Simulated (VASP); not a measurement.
Consider the following.

```xyz
2
Lattice="0.0000 2.4279 2.4279 2.4279 0.0000 2.4279 2.4279 2.4279 0.0000" Properties=species:S:1:pos:R:3 pbc="T T T"
Y      0.0000     0.0000     0.0000
N      2.4279     2.4279     2.4279
```

Calculation: PBE GGA, VASP's PBE PAW potentials (set 64) (plane waves; VASP 6.6.1). Run with 620 eV cut-off, 9×9×9 Γ-centred mesh, Gaussian smearing of 0.050 eV, potentials Y_sv N.

Energy and stress use the plane-wave basis of the starting cell.

Q: The ions, cell shape and volume at an external pressure of 10.0 GPa are relaxed. Give the cell that the relaxation ends in.

A: 
```xyz
2
Lattice="0.0000 2.4068 2.4068 2.4068 0.0000 2.4068 2.4068 2.4068 0.0000" Properties=species:S:1:pos:R:3 pbc="T T T"
Y      0.0000     0.0000     0.0000
N      2.4068     2.4068     2.4068
```
Space group Fm-3m (225), at a tolerance of 0.03 Å.

Q: How do energy and volume change from the first to the last step?

A: The energy (σ→0) changes by +17.1 meV/atom and the volume by -2.6 %, in 3 ionic steps.

The compound is YN in the rock salt structure. This run relaxes it under an external pressure of 10 GPa. Symmetry was kept, so distortions that lower it aren't found.
